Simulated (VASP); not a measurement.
A run of VASP 6.6.1 is set up as follows.

INCAR

```
SYSTEM = NbHO2
PREC = Accurate
ENCUT = 520
EDIFF = 1E-7
ISMEAR = 0
SIGMA = 0.1
LREAL = .FALSE.
LASPH = .TRUE.
NELM = 100
ALGO = Normal
ISIF = 2
LWAVE = .FALSE.
LCHARG = .FALSE.
LDIPOL = .TRUE.
IDIPOL = 3
DIPOL = 0.5 0.5 0.296
GGA = PE
NBANDS = 21
```

File KPOINTS:

```
regular mesh
0
G
  6 6 1
  0 0 0
```

POSCAR

```
NbHO2
1.0
    3.0070711806      0.0000002927      0.0000000000
   -1.5035358438      2.6041998870      0.0000000000
    0.0000000000      0.0000000000     30.4103401600
Nb H O
1 1 2
Direct
    0.3333333333      0.6666666667      0.2738589687
    0.0000000000      0.0000000000      0.3525476204
    0.6666666667      0.3333333333      0.2374341026
    0.0000000000      0.0000000000      0.3202734113
```

Potentials or basis: VASP PAW PBE potentials, release 64 (Nb_sv, H, O).

Launch:

```bash
$ cat potpaw_PBE.64/Nb_sv/POTCAR potpaw_PBE.64/H/POTCAR potpaw_PBE.64/O/POTCAR > POTCAR
$ mpirun -np 1 vasp_std > vasp.out
```

Task: Estimate the largest force.

Result: 0.119 eV/Å.

Task: What does it give for the band gap on the k mesh?

Result: 0.10 eV, indirect (least direct gap 0.50 eV).

Forces on the atoms (eV/Å):
```
Nb   0.000  0.000  0.012
H    0.000  0.000  0.096
O    0.000  0.000  0.011
O    0.000  0.000 -0.119
```
